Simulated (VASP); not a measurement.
Level of theory: PBE GGA, VASP's PBE PAW potentials (set 64) (plane waves; VASP 6.6.1).

A VASP calculation is set up with these files.

**KPOINTS**
```
K-points
0
Monkhorst
 3 3 2
0 0 0
```

INCAR:
```
SYSTEM = GdP
PREC = Accurate
ENCUT = 400
EDIFF = 1E-6
NELM = 100
ALGO = Normal
LREAL = .FALSE.
LASPH = .TRUE.
ISMEAR = 0
SIGMA = 0.05
GGA = PE
LMAXMIX = 6
LWAVE = .FALSE.
LCHARG = .FALSE.
ISIF = 2
```

### POSCAR
```
GdP
1
    4.5821370000     0.0000000000     0.0000000000
    0.0000000000     4.5821370000     0.0000000000
    0.0000000000     0.0000000000     5.7738750000
Gd P
2 2
Direct
  0.5000000000   0.0000000000   0.2368000000
  0.0000000000   0.5000000000   0.7632000000
  0.0000000000   0.0000000000   0.0000000000
  0.5000000000   0.5000000000   0.0000000000
```

POTCAR, in this order: Gd_3 P (PBE.64 set). Program: vasp_std.

Question: What will the output report for the number of irreducible k-points (NKPTS), number of bands (NBANDS), largest plane-wave count, number of space-group operations, FFT grid (NGX, NGY, NGZ)?

Answer: 
```json
{
  "number of irreducible k-points (NKPTS)": "3",
  "number of bands (NBANDS)": "18",
  "largest_plane_wave_count": "2215",
  "number_of_space_group_operations": "16",
  "FFT grid (NGX, NGY, NGZ)": "30 × 30 × 40"
}
```

The structure was generated: GdP was put into the litharge type (P4/nmm), which need not be its known phase. The cell was not relaxed at this level. The k-mesh is coarse (spacing up to 0.54 per Å, 2π included), so the numbers may not be converged in it. The run is one of a series of settings (KPOINTS 3×3×2 Monkhorst-Pack mesh against the base run), some of them coarse on purpose. The 4f electrons are frozen in the core of the lanthanide potential, so 4f levels, which can set the real gap, and their magnetism are missing.
